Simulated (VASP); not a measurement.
Input:

```
CELL_PARAMETERS angstrom
      3.89636     0.00000     0.00000
      0.00000     3.89636     0.00000
      0.00000     0.00000     3.89636
ATOMIC_POSITIONS crystal
  Ti 0.00000 0.00000 0.00000
  Pt 0.00000 0.50000 0.50000
  Pt 0.50000 0.00000 0.50000
  Pt 0.50000 0.50000 0.00000
```

Level of theory: PBE GGA, VASP's PBE PAW potentials (set 64) (plane waves; VASP). Settings: 500 eV cut-off, 8×8×8 Γ-centred mesh, first-order Methfessel-Paxton smearing of 0.10 eV, potentials Ti_sv Pt.

Energy and stress use the plane-wave basis of the starting cell.

Question: The ions, cell shape and volume at an external pressure of 20.0 GPa are relaxed. What does this cell relax into?

Answer: 
```
CELL_PARAMETERS angstrom
      3.85427     0.00000     0.00000
      0.00000     3.85427     0.00000
      0.00000     0.00000     3.85427
ATOMIC_POSITIONS crystal
  Ti 0.00000 0.00000 0.00000
  Pt 0.00000 0.50000 0.50000
  Pt 0.50000 0.00000 0.50000
  Pt 0.50000 0.50000 0.00000
```
Space group Pm-3m (221), at a tolerance of 0.03 Å.

Question: How do energy and volume change from the first to the last step?

Answer: The energy (σ→0) changes by +43.6 meV/atom and the volume by -3.2 %, in 4 ionic steps.

```csv
step,E(σ→0) (eV),max force (eV/Å),pressure (GPa),volume (Å³)
1,-29.4795,0.000,9.87,59.15
2,-27.8595,0.000,64.98,51.50
3,-29.3130,0.000,19.57,57.32
4,-29.3052,0.000,19.90,57.26
```

The compound is Pt3Ti in the L1_2 structure. This run relaxes it under an external pressure of 20 GPa. Symmetry was kept, so distortions that lower it aren't found.
